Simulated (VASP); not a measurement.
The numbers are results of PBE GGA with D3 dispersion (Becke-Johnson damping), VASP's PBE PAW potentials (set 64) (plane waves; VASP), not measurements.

Input for VASP

### KPOINTS
```
Automatic mesh
0
Gamma
 13 13 13
```

### INCAR
```
# general
SYSTEM   =  CoGa
PREC     =  Accurate
ENCUT    =  520
LREAL    =  F
LASPH    =  T   # aspherical one-centre terms

# electronic loop
EDIFF    =  1E-7   # SCF stop (eV)
NELM     =  100   # most electronic steps
ALGO     =  Normal   # blocked Davidson
LMAXMIX  =  4

# smearing
ISMEAR   =  1
SIGMA    =  0.1   # width (eV)

# functional
GGA      =  PE
IVDW     =  12   # D3, Becke-Johnson

# ions
ISIF     =  2

# output
LWAVE    =  F
LCHARG   =  F
```

File POSCAR:
```
CoGa
1.0
  2.8790989190   0.0000000000   0.0000000000
  0.0000000000   2.8790989190   0.0000000000
  0.0000000000   0.0000000000   2.8790989190
Ga Co
1 1
Cart
  1.4395494595   1.4395494595   1.4395494595
  0.0000000000   0.0000000000   0.0000000000
```

POTCAR, in this order: Ga_d Co (PBE.64 set). Program: vasp_std.

The resulting files:

OUTCAR:
```
 ion  position               nearest neighbor table
   1  0.500  0.500  0.500-   2 2.49   2 2.49   2 2.49   2 2.49   2 2.49   2 2.49   2 2.49   2 2.49
  LATTYP: Found a simple cubic cell.
 ALAT       =     2.8790989190
 Subroutine PRICEL returns:
 Original cell was already a primitive cell.
 Subroutine GETGRP returns: Found 48 space group operations
The static configuration has the point symmetry O_h .
The dynamic configuration has the point symmetry O_h .
 Subroutine INISYM returns: Found 48 space group operations
 Subroutine IBZKPT returns following result:
 Found     84 irreducible k-points:

 Following reciprocal coordinates:
            Coordinates               Weight
  0.000000  0.000000  0.000000      1.000000
  0.076923  0.000000  0.000000      6.000000
  0.153846  0.000000  0.000000      6.000000
  0.230769  0.000000  0.000000      6.000000
  0.307692  0.000000  0.000000      6.000000
  0.384615  0.000000  0.000000      6.000000
  0.461538  0.000000  0.000000      6.000000
  0.076923  0.076923  0.000000     12.000000
  0.153846  0.076923  0.000000     24.000000
  0.230769  0.076923  0.000000     24.000000
  0.307692  0.076923  0.000000     24.000000
  0.384615  0.076923  0.000000     24.000000
  0.461538  0.076923  0.000000     24.000000
  0.153846  0.153846  0.000000     12.000000
  0.230769  0.153846  0.000000     24.000000
  0.307692  0.153846  0.000000     24.000000
  0.384615  0.153846  0.000000     24.000000
  0.461538  0.153846  0.000000     24.000000
  0.230769  0.230769  0.000000     12.000000
  0.307692  0.230769  0.000000     24.000000
  0.384615  0.230769  0.000000     24.000000
  0.461538  0.230769  0.000000     24.000000
  0.307692  0.307692  0.000000     12.000000
  0.384615  0.307692  0.000000     24.000000
  0.461538  0.307692  0.000000     24.000000
  0.384615  0.384615  0.000000     12.000000
  0.461538  0.384615  0.000000     24.000000
  0.461538  0.461538  0.000000     12.000000
  0.076923  0.076923  0.076923      8.000000
  0.153846  0.076923  0.076923     24.000000
  0.230769  0.076923  0.076923     24.000000
  0.307692  0.076923  0.076923     24.000000
  0.384615  0.076923  0.076923     24.000000
  0.461538  0.076923  0.076923     24.000000
  0.153846  0.153846  0.076923     24.000000
  0.230769  0.153846  0.076923     48.000000
  0.307692  0.153846  0.076923     48.000000
  0.384615  0.153846  0.076923     48.000000
  0.461538  0.153846  0.076923     48.000000
  0.230769  0.230769  0.076923     24.000000
   k-points           NKPTS =     84   k-points in BZ     NKDIM =     84   number of bands    NBANDS=     15
   number of dos      NEDOS =    301   number of ions     NIONS =      2
   total plane-waves  NPLWV =  13824
   dimension x,y,z NGX =    24 NGY =   24 NGZ =   24
   dimension x,y,z NGXF=    48 NGYF=   48 NGZF=   48
   ions per type =               1   1
   PREC   = accura    normal or accurate (medium, high low for compatibility)
   ISTART =      0    job   : 0-new  1-cont  2-samecut
   ICHARG =      2    charge: 1-file 2-atom 10-const
   ISPIN  =      1    spin polarized calculation?
   LNONCOLLINEAR =      F non collinear calculations
   LSORBIT =      F    spin-orbit coupling
   INIWAV =      1    electr: 0-lowe 1-rand  2-diag
   ENCUT  =  520.0 eV  38.22 Ry    6.18 a.u.   5.35  5.35  5.35*2*pi/ulx,y,z
   NELM   =    100;   NELMIN=  2; NELMDL= -5     # of ELM steps
   EDIFF  = 0.1E-06   stopping-criterion for ELM
   LREAL  =      F    real-space projection
   NLSPLINE    = F    spline interpolate recip. space projectors
   LMAXMIX     =    4 max onsite mixed and CHGCAR
   VOSKOWN=      0    Vosko Wilk Nusair interpolation
...
```

### OSZICAR
```
       N       E                     dE             d eps       ncg     rms          rms(c)
DAV:   1     0.101118396584E+03    0.10112E+03   -0.10993E+04  2656   0.264E+03
DAV:   2    -0.636699351229E+01   -0.10749E+03   -0.10526E+03  2625   0.360E+02
DAV:   3    -0.113801150666E+02   -0.50131E+01   -0.49956E+01  2919   0.830E+01
DAV:   4    -0.114576303399E+02   -0.77515E-01   -0.77501E-01  3400   0.973E+00
DAV:   5    -0.114597612780E+02   -0.21309E-02   -0.21309E-02  3117   0.136E+00    0.954E+00
DAV:   6    -0.124856178745E+02   -0.10259E+01   -0.22392E+01  2879   0.631E+01    0.114E+01
DAV:   7    -0.105010265255E+02    0.19846E+01   -0.92492E+00  2639   0.467E+01    0.178E+00
DAV:   8    -0.104838878187E+02    0.17139E-01   -0.24427E-01  2997   0.554E+00    0.624E-01
DAV:   9    -0.104781787926E+02    0.57090E-02   -0.18203E-02  3519   0.214E+00    0.128E-01
DAV:  10    -0.104779076919E+02    0.27110E-03   -0.56611E-04  3381   0.356E-01    0.620E-02
DAV:  11    -0.104778994921E+02    0.81999E-05   -0.51832E-05  3639   0.126E-01    0.113E-02
DAV:  12    -0.104778987563E+02    0.73578E-06   -0.24317E-06  3246   0.265E-02    0.240E-03
DAV:  13    -0.104778986483E+02    0.10805E-06   -0.27106E-07  2312   0.857E-03    0.135E-03
DAV:  14    -0.104778985913E+02    0.56927E-07   -0.10534E-07  1554   0.615E-03
   1 F= -.11339472E+02 E0= -.11339772E+02  d E =0.900772E-03
```

**OUTCAR**
```
------------------------ aborting loop because EDIFF is reached ----------------------------------------
 Edisp (eV)   -0.86157
  FORCE on cell =-STRESS in cart. coord.  units (eV):
  Direction    XX          YY          ZZ          XY          YZ          ZX
  --------------------------------------------------------------------------------------
  Total      -0.80145    -0.80145    -0.80145    -0.00000    -0.00000    -0.00000
  in kB     -53.80443   -53.80443   -53.80443    -0.00000    -0.00000    -0.00000
  external pressure =      -53.80 kB  Pullay stress =        0.00 kB
  volume of cell :       23.87
      direct lattice vectors                 reciprocal lattice vectors
     2.879098919  0.000000000  0.000000000     0.347330893  0.000000000  0.000000000
     0.000000000  2.879098919  0.000000000     0.000000000  0.347330893  0.000000000
     0.000000000  0.000000000  2.879098919     0.000000000  0.000000000  0.347330893
 POSITION                                       TOTAL-FORCE (eV/Angst)
 -----------------------------------------------------------------------------------
      1.43955      1.43955      1.43955         0.000000      0.000000      0.000000
      0.00000      0.00000      0.00000         0.000000      0.000000      0.000000
 -----------------------------------------------------------------------------------
    total drift:                                0.000000      0.000000     -0.000000
  FREE ENERGIE OF THE ION-ELECTRON SYSTEM (eV)
  ---------------------------------------------------
  free  energy   TOTEN  =       -11.3394719100 eV

  energy  without entropy=      -11.3403726823  energy(sigma->0) =      -11.33977217
```
(Selected blocks of OUTCAR.)

The compound is CoGa in the CsCl type structure. This cell is one point of a volume scan, at 1.03 of the reference volume. The run is not spin-polarised, so no magnetic state was tried.
